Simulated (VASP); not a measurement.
Consider the following.

```
PbI2
1.0
    4.50844     0.00000     0.00000
    0.00000     7.09302     0.00000
    0.00000     0.00000    16.65780
Pb I
2 4
Direct
  0.58333   0.00000   0.46003
  0.08333   0.00000   0.69984
  0.08333   0.74095   0.38009
  0.58333   0.25905   0.30016
  0.58333   0.74095   0.61990
  0.08333   0.25905   0.53997
```

Computed with PBEsol GGA, VASP's PBE PAW potentials (set 64) (plane waves; VASP 6.6.1). Settings: 300 eV cut-off, 5×3×1 Γ-centred mesh, first-order Methfessel-Paxton smearing of 0.27 eV, potentials Pb_d I.

The cell holds a wide vacuum, so values per volume refer to the whole cell.

Problem. Give the energies of bands 20 to 33 at the high-symmetry points, in eV from the Fermi level.

Solution. 
| band | Γ | Z | C2 | Y2 |
|---|---|---|---|---|
| 20 | -3.03 | -3.54 | -3.34 | -2.90 |
| 21 | -2.52 | -3.41 | -3.26 | -2.62 |
| 22 | -2.38 | -3.17 | -3.19 | -2.61 |
| 23 | -1.55 | -1.76 | -1.80 | -1.77 |
| 24 | -1.45 | -1.73 | -1.61 | -1.23 |
| 25 | -1.23 | -1.22 | -1.24 | -1.22 |
| 26 | -0.97 | -0.99 | -1.00 | -0.85 |
| 27 | -0.17 | -0.94 | -0.66 | -0.55 |
| 28 | 0.00 | -0.51 | -0.30 | -0.08 |
| 29 | 0.00 | 0.08 | 0.03 | 0.06 |
| 30 | 0.54 | 0.79 | 0.76 | 0.58 |
| 31 | 1.19 | 0.92 | 0.89 | 1.20 |
| 32 | 2.13 | 2.80 | 2.77 | 2.41 |
| 33 | 2.87 | 3.23 | 2.83 | 2.77 |

It has no gap at this level: it comes out as a metal or semimetal.

The cell is a sheet with vacuum, built from a database entry that may be metastable or hypothetical.
